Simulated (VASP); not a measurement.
SiRh (space group Pm-3m): computed properties

Computed with LDA (Ceperley-Alder, Perdew-Zunger), VASP's LDA PAW potentials (set 64) (plane waves; VASP).

```yaml
space_group: Pm-3m (221)
cell: a = b = c = 2.9297 Å, α = β = γ = 90.00°
volume_per_atom: 12.57 Å^3/atom
band gap (over mesh and band path): none (metal, semimetal or under 0.01 eV)
band_gap_with_spin_orbit_coupling: none (metallic)
density: 8.65 g/cm³
```

```xyz
2
Lattice="2.9297 0.0000 0.0000 0.0000 2.9297 0.0000 0.0000 0.0000 2.9297" Properties=species:S:1:pos:R:3 pbc="T T T"
Si     1.4649     1.4649     1.4649
Rh     0.0000     0.0000     0.0000
```

The structure comes from a computed database's SiRh entry (Pm-3m); how it stands against other phases isn't given here. It was relaxed first, which changed the volume by -5 %. Symmetry was kept, so distortions that lower it aren't found. The electron count is odd and the run is not spin-polarised, which forces a metal.
